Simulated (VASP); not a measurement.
A VASP calculation is set up with these files.

**INCAR**
```
LREAL = .FALSE.
LASPH = .TRUE.   ! aspherical one-centre terms
LCHARG = .FALSE.
LWAVE = .TRUE.
SIGMA = 0.01   ! width (eV)
ISMEAR = 0   ! Gaussian
ENCUT = 500
PREC = Normal
SYSTEM = GaP
EDIFF = 1E-8   ! SCF stop (eV)
GGA = PE   ! PBE
ALGO = Normal   ! blocked Davidson
NELM = 100   ! most electronic steps
```

File KPOINTS:
```
Automatic
0
gamma
4 4 4
0 0 0
```

POSCAR:
```
GaP
5.450
  0.0000000000   0.5000000000   0.5000000000
  0.5000000000   0.0000000000   0.5000000000
  0.5000000000   0.5000000000   0.0000000000
Ga P
1 1
Cartesian
  0.0000000000   0.0000000000   0.0000000000
  0.2500000000   0.2500000000   0.2500000000
```

POTCAR, in this order: Ga_d_GW P_GW (PBE.64 set). Program: vasp_std.

Q: Write an equivalent input for Quantum ESPRESSO's pw.x.

A: One equivalent input (not run):
```
&CONTROL
  calculation = 'scf'
  pseudo_dir = './pseudo'
  outdir = './out'
  tprnfor = .true.
  tstress = .true.
/
&SYSTEM
  ibrav = 0
  nat = 2
  ntyp = 2
  ecutwfc = 80
  occupations = 'smearing'
  smearing = 'gaussian'
  degauss = 0.000735
  input_dft = 'pbe'
/
&ELECTRONS
  conv_thr = 7.3e-10
  electron_maxstep = 100
/
ATOMIC_SPECIES
  Ga 69.723 Ga.upf
  P 30.974 P.upf
CELL_PARAMETERS angstrom
     0.0000000    2.7250000    2.7250000
     2.7250000    0.0000000    2.7250000
     2.7250000    2.7250000    0.0000000
ATOMIC_POSITIONS crystal
  Ga   0.0000000  0.0000000  0.0000000
  P    0.2500000  0.2500000  0.2500000
K_POINTS automatic
  4 4 4 0 0 0
```
What does not carry over: the potentials are each code's own (VASP's PAW set, PseudoDojo norm-conserving files in pw.x), so ENCUT and ecutwfc are chosen apart and not converted; conv_thr bounds pw.x's estimated SCF error, while EDIFF bounds the energy change between steps.

The compound is GaP in the zinc blende structure. The cell was not relaxed at this level. The k-mesh is coarse (spacing up to 0.50 per Å, 2π included), so the numbers may not be converged in it.
